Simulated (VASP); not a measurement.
A convergence study with VASP on In (space group I4/mmm): one setting is varied, all else stays as given below, so the limit is that of these other settings.

```
In
1.0
   -1.62987     1.62987     2.48243
    1.62987    -1.62987     2.48243
    1.62987     1.62987    -2.48243
In
1
Cartesian
  0.00000   0.00000   0.00000
```

These are PBE GGA, VASP's PBE PAW potentials (set 64) (plane waves; VASP 6.6.1) values and carry that method's errors. The tightest run used: 720 eV cut-off, 14×14×14 Γ-centred mesh, Fermi-Dirac smearing of 0.10 eV, potentials In_d.

Task: The settings run are ENCUT = 105; ENCUT = 120; ENCUT = 135; ENCUT = 150; ENCUT = 165; ENCUT = 180; ENCUT = 210; ENCUT = 240; ENCUT = 270; ENCUT = 330; ENCUT = 360; ENCUT = 405; ENCUT = 450; ENCUT = 525; ENCUT = 600; ENCUT = 720. From which on does the energy per atom stay within 0.005 eV/atom of the tightest run?

Result: From ENCUT = 240 on: it is off by 0.0008 there and by no more than 0.005 in any finer run, while ENCUT = 210 is off by 0.0323.
```
setting      E (eV/atom)  pressure (GPa)  plane waves  difference judged (eV/atom)
-----------  -----------  --------------  -----------  ---------------------------
ENCUT = 105      73.0483        -2279.49           72                      75.6045
ENCUT = 120      27.5920        -1152.75           88                      30.1482
ENCUT = 135       8.3618         -555.42          101                      10.9181
ENCUT = 150       1.5977         -273.05          121                       4.1540
ENCUT = 165      -1.0474         -132.27          136                       1.5089
ENCUT = 180      -2.0890          -60.75          152                       0.4672
ENCUT = 210      -2.5239           -9.90          198                       0.0323
ENCUT = 240      -2.5555            0.70          231                       0.0008
ENCUT = 270      -2.5568            1.57          279                       0.0005
ENCUT = 330      -2.5552            1.00          376                       0.0010
ENCUT = 360      -2.5554            1.22          421                       0.0009
ENCUT = 405      -2.5564            1.57          505                       0.0002
ENCUT = 450      -2.5566            1.62          592                       0.0003
ENCUT = 525      -2.5563            1.56          740                       0.0000
ENCUT = 600      -2.5563            1.61          906                       0.0000
ENCUT = 720      -2.5563            1.60         1172                       0.0000
```

Left out are rungs that failed or repeat a setting and relaxations that didn't move; long series are thinned to 24 rows.

The structure is a typed In crystal (space group no. 139). The cell was not relaxed at this level.
